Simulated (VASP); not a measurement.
```yaml
crystal:
  lattice:
    - [2.16839, -3.75576, 0.00000]
    - [2.16839, 3.75576, 0.00000]
    - [0.00000, 0.00000, 7.56281]
  atoms:
    - { symbol: Cd, position: [0.00000, 0.00000, 0.00000] }
    - { symbol: I, position: [0.33333, 0.66667, 0.22758] }
    - { symbol: I, position: [0.66667, 0.33333, 0.77242] }
```

Method: PBE GGA, VASP's PBE PAW potentials (set 64) (plane waves; VASP). Settings: 520 eV cut-off, Gaussian smearing of 0.050 eV, potentials Cd I.

Without a dispersion term in the relaxation, distances and binding between the weakly bound layers, chains or molecules are unreliable, and so is what depends on them. Unless said otherwise, spin-orbit coupling is left out, though it shifts the bands of the heavy elements here.

**Question.** Give the energies of bands 8 to 16 at the high-symmetry points, in eV from the valence-band maximum.

**Answer.** 
```csv
band,Γ,M,K,A,L,H
8,-3.23,-3.54,-3.46,-2.91,-3.58,-3.42
9,-0.31,-2.54,-2.04,-1.04,-2.69,-2.21
10,-0.25,-1.50,-2.04,-0.28,-1.20,-2.21
11,-0.25,-1.26,-1.75,-0.28,-1.17,-1.87
12,-0.05,-0.42,-0.66,0.00,-0.37,-0.34
13,-0.05,-0.13,-0.66,0.00,-0.23,-0.34
14,2.45,2.56,2.92,3.17,2.42,3.24
15,4.54,5.11,6.77,4.51,5.13,5.78
16,6.29,6.29,6.77,6.21,6.05,5.78
```

The gap is indirect, 2.42 eV, from the valence maximum at Γ-M at 0.33 to the conduction minimum at L.

The compound is CdI2 in the 1T layered structure. It was relaxed first, which changed the volume by +15 %.
